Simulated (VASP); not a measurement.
VASP input:

### POSCAR
```
W
1
   -1.5800000000     1.5800000000     1.5800000000
    1.5800000000    -1.5800000000     1.5800000000
    1.5800000000     1.5800000000    -1.5800000000
W
1
Direct
  0.0000000000   0.0000000000   0.0000000000
```

### KPOINTS
```
Automatic mesh
0
Gamma
12 12 12
0 0 0
```

INCAR:
```
SYSTEM = W
PREC = Accurate
ENCUT = 400
EDIFF = 1E-6
NELM = 100
ALGO = Normal
LREAL = .FALSE.
LASPH = .TRUE.
ISMEAR = 1
SIGMA = 0.1
GGA = PE
LMAXMIX = 6
LWAVE = .FALSE.
LCHARG = .FALSE.
ISIF = 2
IBRION = 0
NSW = 3
TEBEG = 300
```

POTCAR, in this order: W_sv (PBE.64 set). Program: vasp_std.

Output

standard output:
```
 POSCAR found type information on POSCAR W
 POSCAR found :  1 types and       1 ions
 Reading from existing POTCAR

 -----------------------------------------------------------------------------
|                                                                             |
|     EEEEEEE  RRRRRR   RRRRRR   OOOOOOO  RRRRRR      ###     ###     ###     |
|     E        R     R  R     R  O     O  R     R     ###     ###     ###     |
|     E        R     R  R     R  O     O  R     R     ###     ###     ###     |
|     EEEEE    RRRRRR   RRRRRR   O     O  RRRRRR       #       #       #      |
|     E        R   R    R   R    O     O  R   R                               |
|     E        R    R   R    R   O     O  R    R      ###     ###     ###     |
|     EEEEEEE  R     R  R     R  OOOOOOO  R     R     ###     ###     ###     |
|                                                                             |
|     Fatal error! IBRION=0, but no entry for POTIM on file INCAR. MUST       |
|     be specified!                                                           |
|                                                                             |
|       ---->  I REFUSE TO CONTINUE WITH THIS SICK JOB ... BYE!!! <----       |
|                                                                             |
 -----------------------------------------------------------------------------
```

Q: Read input and log: which fault does this run have?
A. the lattice was typed in bohr, and VASP reads ångström
B. molecular dynamics (IBRION = 0) was asked for without POTIM
C. the lattice vectors form a left-handed set
D. NELM is too small, so the electronic loop ends before EDIFF is met

A: B, molecular dynamics (IBRION = 0) was asked for without POTIM. VASP stops with an error: Fatal error! IBRION=0, but no entry for POTIM on file INCAR. MUST be specified! ----> I REFUSE TO CONTINUE WITH THIS SICK JOB ... BYE!!! <----

To mend it, set POTIM to the time step in fs (1 to 2 fs suits most solids). The plain static run on this cell (PBE GGA, plane waves, VASP's PBE PAW potentials (set 64)) converges, and its OSZICAR ends with
```
   1 F= -.12944967E+02 E0= -.12944691E+02  d E =-.829559E-03
```

The compound is W in the bcc structure. The cell was not relaxed at this level.
